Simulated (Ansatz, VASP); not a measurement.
CeC in VASP and in Ansatz

Contents of INCAR:

```
PREC = Accurate ; ENCUT = 520
EDIFF = 1E-6 ; ISMEAR = 0
SIGMA = 0.05 ; LREAL = F
LASPH = T ; NELM = 80
ALGO = Normal ; ISIF = 2
LWAVE = F ; LCHARG = F
GGA = PS ; NBANDS = 15
```

File KPOINTS:

```
regular mesh
0
Gamma
  10 10 10
```

File POSCAR:

```
CeC
1.0
    3.0347428536      0.0000000000      0.0000000000
    0.0000000000      3.0347428536      0.0000000000
    0.0000000000      0.0000000000      3.0347428536
Ce C
1 1
Direct
    0.0000000000      0.0000000000      0.0000000000
    0.5000000000      0.5000000000      0.5000000000
```

Input for Ansatz:

```yaml
crystal:
  lattice:
    - [3.0347428536, 0.0, 0.0]
    - [0.0, 3.0347428536, 0.0]
    - [0.0, 0.0, 3.0347428536]
  atoms:
    - { symbol: Ce, position: [0.0, 0.0, 0.0] }
    - { symbol: C, position: [0.5, 0.5, 0.5] }
basis:
  ecutwfc: 420
  ecutrho_ratio: 4
kpoints:
  mp_grid: { grid: [10, 10, 10] }
hamiltonian:
  xc: pbesol
scf:
  occupations: { method: gaussian, width: 0.05 }
output:
  forces: true
  stress: true
  eigenvalues: true
```

Alike in both runs: task single point; functional PBEsol; k mesh 10 × 10 × 10; occupations gaussian, width 0.05 eV; no spin polarisation.

|  | VASP | Ansatz |
| --- | --- | --- |
| version | VASP 6.6.1 | Ansatz 0.2.0 |
| potentials or method | VASP PAW PBE potentials, release 64 (Ce, C) | scalar-relativistic, plane waves, PAW |
| plane-wave cutoff (eV) | 520 | 420 |
| valence electrons in the cell | 16 | 16 |

```tsv
	VASP	Ansatz	Ansatz less VASP
gap on the k mesh at the Fermi level (eV)	none	none	-
pressure (GPa)	2.9	2.9	+0.05
```

A gap of «none» marks a metal or a gap that the smearing closes.

Caveats: the PAW data sets were made with another functional, which shifts forces and pressure a little (VASP); without U or exact exchange the open f shell lies at the Fermi level, which spoils levels, moments and volumes. Spin polarisation is off, so any magnetic state and its effect on volume and gap are missing. Spin-orbit coupling is left out, which matters for the levels of Ce.
